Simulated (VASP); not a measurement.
Output of a VASP run:

### OUTCAR
```
 ion  position               nearest neighbor table
   1  0.333  0.667  0.250-   2 2.67   2 2.67   2 2.67   2 2.67   2 2.67   2 2.67
   2  0.667  0.333  0.750-   1 2.67   1 2.67   1 2.67   1 2.67   1 2.67   1 2.67
  LATTYP: Found a hexagonal cell.
 ALAT       =     2.7261968223
 C/A-ratio  =     1.5780188473
 Subroutine PRICEL returns:
 Original cell was already a primitive cell.
 Subroutine GETGRP returns: Found 24 space group operations
The static configuration has the point symmetry D_3d.
 The point group associated with its full space group is D_6h.
The dynamic configuration has the point symmetry D_3d.
 Subroutine INISYM returns: Found 24 space group operations
 Subroutine IBZKPT returns following result:
 Found    135 irreducible k-points:

 Following reciprocal coordinates:
            Coordinates               Weight
  0.000000  0.000000  0.000000      1.000000
  0.066667 -0.000000  0.000000      6.000000
  0.133333  0.000000  0.000000      6.000000
  0.200000  0.000000  0.000000      6.000000
  0.266667  0.000000  0.000000      6.000000
  0.333333 -0.000000  0.000000      6.000000
  0.400000 -0.000000  0.000000      6.000000
  0.466667 -0.000000  0.000000      6.000000
  0.066667  0.066667  0.000000      6.000000
  0.133333  0.066667  0.000000     12.000000
  0.200000  0.066667  0.000000     12.000000
  0.266667  0.066667  0.000000     12.000000
  0.333333  0.066667  0.000000     12.000000
  0.400000  0.066667  0.000000     12.000000
  0.466667  0.066667  0.000000      6.000000
  0.133333  0.133333  0.000000      6.000000
  0.200000  0.133333  0.000000     12.000000
  0.266667  0.133333  0.000000     12.000000
  0.333333  0.133333  0.000000     12.000000
  0.400000  0.133333  0.000000     12.000000
  0.200000  0.200000  0.000000      6.000000
  0.266667  0.200000  0.000000     12.000000
  0.333333  0.200000  0.000000     12.000000
  0.400000  0.200000  0.000000      6.000000
  0.266667  0.266667  0.000000      6.000000
  0.333333  0.266667  0.000000     12.000000
  0.333333  0.333333  0.000000      2.000000
  0.000000  0.000000  0.111111      2.000000
  0.066667 -0.000000  0.111111     12.000000
  0.133333  0.000000  0.111111     12.000000
  0.200000  0.000000  0.111111     12.000000
  0.266667  0.000000  0.111111     12.000000
  0.333333 -0.000000  0.111111     12.000000
  0.400000 -0.000000  0.111111     12.000000
  0.466667 -0.000000  0.111111     12.000000
  0.066667  0.066667  0.111111     12.000000
  0.133333  0.066667  0.111111     24.000000
  0.200000  0.066667  0.111111     24.000000
  0.266667  0.066667  0.111111     24.000000
  0.333333  0.066667  0.111111     24.000000
   k-points           NKPTS =    135   k-points in BZ     NKDIM =    135   number of bands    NBANDS=     18
   number of dos      NEDOS =    301   number of ions     NIONS =      2
   total plane-waves  NPLWV =  12800
   dimension x,y,z NGX =    20 NGY =   20 NGZ =   32
   dimension x,y,z NGXF=    40 NGYF=   40 NGZF=   64
   ions per type =               2
   PREC   = accura    normal or accurate (medium, high low for compatibility)
   ISTART =      0    job   : 0-new  1-cont  2-samecut
   ICHARG =      2    charge: 1-file 2-atom 10-const
   ISPIN  =      1    spin polarized calculation?
   LNONCOLLINEAR =      F non collinear calculations
   LSORBIT =      F    spin-orbit coupling
   INIWAV =      1    electr: 0-lowe 1-rand  2-diag
   ENCUT  =  520.0 eV  38.22 Ry    6.18 a.u.   5.07  5.07  8.00*2*pi/ulx,y,z
   NELM   =    100;   NELMIN=  2; NELMDL= -5     # of ELM steps
   EDIFF  = 0.1E-06   stopping-criterion for ELM
   LREAL  =      F    real-space projection
   NLSPLINE    = F    spline interpolate recip. space projectors
   LMAXMIX     =    4 max onsite mixed and CHGCAR
   VOSKOWN=      0    Vosko Wilk Nusair interpolation
   EDIFFG = -.1E-01   stopping-criterion for IOM
   NSW    =     30    number of steps for IOM
...
```

**OSZICAR**
```
       N       E                     dE             d eps       ncg     rms          rms(c)
DAV:   1     0.284389856478E+03    0.28439E+03   -0.18185E+04  4860   0.173E+03
DAV:   2    -0.132647701014E+02   -0.29765E+03   -0.29219E+03  5194   0.493E+02
DAV:   3    -0.197753108428E+02   -0.65105E+01   -0.63408E+01  5072   0.784E+01
DAV:   4    -0.198373825694E+02   -0.62072E-01   -0.62045E-01  5936   0.699E+00
DAV:   5    -0.198383834646E+02   -0.10009E-02   -0.10009E-02  5232   0.782E-01    0.169E+01
DAV:   6    -0.185599892876E+02    0.12784E+01   -0.35989E+00  4910   0.196E+01    0.427E+00
DAV:   7    -0.184796264669E+02    0.80363E-01   -0.24865E-01  4992   0.467E+00    0.106E+00
DAV:   8    -0.184713162724E+02    0.83102E-02   -0.65793E-03  5014   0.950E-01    0.128E-01
DAV:   9    -0.184713774172E+02   -0.61145E-04   -0.48751E-04  6430   0.233E-01    0.480E-02
DAV:  10    -0.184713888862E+02   -0.11469E-04   -0.15782E-05  5218   0.416E-02    0.700E-03
DAV:  11    -0.184713911244E+02   -0.22381E-05   -0.91497E-07  5654   0.918E-03    0.359E-03
DAV:  12    -0.184713905932E+02    0.53121E-06   -0.42575E-08  2692   0.228E-03    0.594E-04
DAV:  13    -0.184713906253E+02   -0.32152E-07   -0.51491E-09  2482   0.649E-04
   1 F= -.19694423E+02 E0= -.19693919E+02  d E =-.196944E+02
       N       E                     dE             d eps       ncg     rms          rms(c)
DAV:   1    -0.184746203540E+02   -0.32298E-02   -0.12163E-01  4908   0.304E+00    0.343E-01
DAV:   2    -0.184719853708E+02    0.26350E-02   -0.37380E-03  4910   0.577E-01    0.140E-01
DAV:   3    -0.184714627454E+02    0.52263E-03   -0.17583E-03  5862   0.292E-01    0.309E-02
DAV:   4    -0.184714644107E+02   -0.16654E-05   -0.52431E-05  5862   0.845E-02    0.190E-02
DAV:   5    -0.184714646853E+02   -0.27453E-06   -0.50209E-06  6506   0.171E-02    0.764E-03
DAV:   6    -0.184714645672E+02    0.11807E-06   -0.62835E-07  4574   0.943E-03    0.886E-04
DAV:   7    -0.184714645667E+02    0.47885E-09   -0.38661E-08  2506   0.194E-03
   2 F= -.19694489E+02 E0= -.19694055E+02  d E =-.659857E-04
       N       E                     dE             d eps       ncg     rms          rms(c)
DAV:   1    -0.184720192737E+02   -0.55471E-03   -0.19448E-02  4904   0.121E+00    0.137E-01
DAV:   2    -0.184715978612E+02    0.42141E-03   -0.59501E-04  4898   0.234E-01    0.562E-02
DAV:   3    -0.184715147017E+02    0.83160E-04   -0.28356E-04  5866   0.118E-01    0.125E-02
DAV:   4    -0.184715149869E+02   -0.28526E-06   -0.85144E-06  5854   0.342E-02    0.763E-03
DAV:   5    -0.184715151741E+02   -0.18715E-06   -0.82216E-07  5888   0.674E-03    0.321E-03
DAV:   6    -0.184715151617E+02    0.12314E-07   -0.12411E-07  2676   0.422E-03
   3 F= -.19694542E+02 E0= -.19694076E+02  d E =-.119634E-03
```

**OUTCAR**
```
------------------------ aborting loop because EDIFF is reached ----------------------------------------
 Edisp (eV)   -1.22303
  FORCE on cell =-STRESS in cart. coord.  units (eV):
  Direction    XX          YY          ZZ          XY          YZ          ZX
  --------------------------------------------------------------------------------------
  Total      -1.61348    -1.61348    -1.61090     0.00000     0.00000     0.00000
  in kB     -93.35976   -93.35977   -93.21019     0.00000     0.00000     0.00000
  external pressure =      -93.31 kB  Pullay stress =        0.00 kB
  volume of cell :       27.69
      direct lattice vectors                 reciprocal lattice vectors
     1.362064066 -2.359164313  0.000000000     0.367089928 -0.211939456  0.000000000
     1.362064066  2.359164313 -0.000000000     0.367089928  0.211939456 -0.000000000
     0.000000000  0.000000000  4.308525860     0.000000000  0.000000000  0.232097945
 POSITION                                       TOTAL-FORCE (eV/Angst)
 -----------------------------------------------------------------------------------
      1.36206      0.78639      1.07713        -0.000000      0.000000      0.000000
      1.36206     -0.78639      3.23139         0.000000     -0.000000      0.000000
 -----------------------------------------------------------------------------------
    total drift:                               -0.000000      0.000517     -0.000045
  FREE ENERGIE OF THE ION-ELECTRON SYSTEM (eV)
  ---------------------------------------------------
  free  energy   TOTEN  =       -19.6945423052 eV

  energy  without entropy=      -19.6931442440  energy(sigma->0) =      -19.69407628

 reached required accuracy - stopping structural energy minimisation
```
(Selected blocks of OUTCAR.)

POSCAR:
```
Ru
1
    1.3630983439    -2.3609557427     0.0000000000
    1.3630983439     2.3609557427     0.0000000000
    0.0000000000     0.0000000000     4.3019899670
Ru
2
Direct
  0.3333330000   0.6666670000   0.2500000000
  0.6666670000   0.3333330000   0.7500000000
```

Problem. Reconstruct the remaining input files.

Solution. Several could match; the one computed here: the input of the run itself, PBE GGA with D3 dispersion (Becke-Johnson damping), plane waves, VASP's PBE PAW potentials (set 64).

File KPOINTS:
```
Automatic
0
G
15 15 9
0 0 0
```

INCAR:
```
SYSTEM  =  Ru
PREC  =  Accurate; ENCUT  =  520; LREAL  =  .FALSE.
LASPH  =  .TRUE.
EDIFF  =  1E-7; NELM  =  100; ALGO  =  Normal
LMAXMIX  =  4
ISMEAR  =  1; SIGMA  =  0.1
GGA  =  PE; IVDW  =  12
IBRION  =  2; NSW  =  30; ISIF  =  4
EDIFFG  =  -0.01
LWAVE  =  .FALSE.; LCHARG  =  .FALSE.
```

POTCAR, in this order: Ru_pv (PBE.64 set). Program: vasp_std.

The compound is Ru in the hcp structure. This cell is one point of a volume scan, at 1.03 of the reference volume. Symmetry was kept, so distortions that lower it aren't found.
